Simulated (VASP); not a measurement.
VASP ran on this input.

### POSCAR
```
Ag
1.0
  0.0000000000   2.0254256448   2.0254256448
  2.0254256448   0.0000000000   2.0254256448
  2.0254256448   2.0254256448   0.0000000000
Ag
1
Direct
  0.0000000000   0.0000000000   0.0000000000
```

KPOINTS:
```
Automatic mesh
0
Gamma
14 14 14
0 0 0
```

### INCAR
```
LWAVE = .False.
ISIF = 3   ! ions, shape and volume
LREAL = .False.   ! projection in real space or not
SYSTEM = Ag
NELM = 100   ! most electronic steps
LCHARG = .False.
LMAXMIX = 4   ! l cut-off of mixed one-centre charges
ENCUT = 480
EDIFFG = -0.01
EDIFF = 1E-6
PREC = Accurate
ISMEAR = 1   ! Methfessel-Paxton
IBRION = 2   ! conjugate gradients
ALGO = Normal   ! blocked Davidson
LASPH = .True.
SIGMA = 0.1   ! width (eV)
NSW = 60
GGA = PS
```

POTCAR, in this order: Ag (PBE.64 set). Program: vasp_std.

Write an equivalent input for Ansatz.

One equivalent input (not run):
Ansatz 0.2 input:
```yaml
crystal:
  lattice:
    - [0.0000000, 2.0254256, 2.0254256]
    - [2.0254256, 0.0000000, 2.0254256]
    - [2.0254256, 2.0254256, 0.0000000]
  atoms:
    - { symbol: Ag, position: [0.0000000, 0.0000000, 0.0000000] }
kpoints:
  mp_grid: { grid: [14, 14, 14] }
hamiltonian:
  xc: pbesol
  pseudopotentials: { kind: paw }
scf:
  occupations: { method: methfessel_paxton, width: 0.1 }
  max_iter: 100
relax:
  max_steps: 60
  f_tol: 0.01
  cell: {}
output: { forces: true, stress: true, eigenvalues: true }
```
The two are equivalent in intent, not identical: each code has its own PAW files, so the cut-off isn't converted (ENCUT is set for VASP's; basis.ecutwfc is left out, and Ansatz then takes the one that its files recommend); Ansatz stops its SCF on the density residual and VASP on the energy change (EDIFF).

The compound is Ag in the fcc structure. It was relaxed first. The start is the result of an earlier pass.
